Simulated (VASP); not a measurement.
Given:

```
CeO2
1.0
    0.00000     2.69865     2.69865
    2.69865     0.00000     2.69865
    2.69865     2.69865     0.00000
Ce O
1 2
Direct
  0.00000   0.00000   0.00000
  0.25926   0.24074   0.25926
  0.75000   0.75000   0.75000
```

All values below come from PBEsol GGA, VASP's PBE PAW potentials (set 64) (plane waves; VASP). Run with 600 eV cut-off, 8×8×8 Γ-centred mesh, Gaussian smearing of 0.050 eV, potentials Ce O.

Task: Give the force on each atom (eV/Å).

Result: 
```
atom     Fx      Fy     Fz
----  -----  ------  -----
Ce1   0.000   0.188  0.000
O2    0.000  -0.373  0.000
O3    0.000   0.185  0.000
```

Task: Give the stress tensor in GPa (positive for a compressed cell).

Result: 
```
 0.08   0.00  -0.37
 0.00   0.20   0.00
-0.37   0.00   0.08
```
The pressure is its mean diagonal, 0.12 GPa.

The compound is CeO2 in the fluorite structure. This cell was strained or had an atom moved on purpose. The run is not spin-polarised, so no magnetic state was tried.
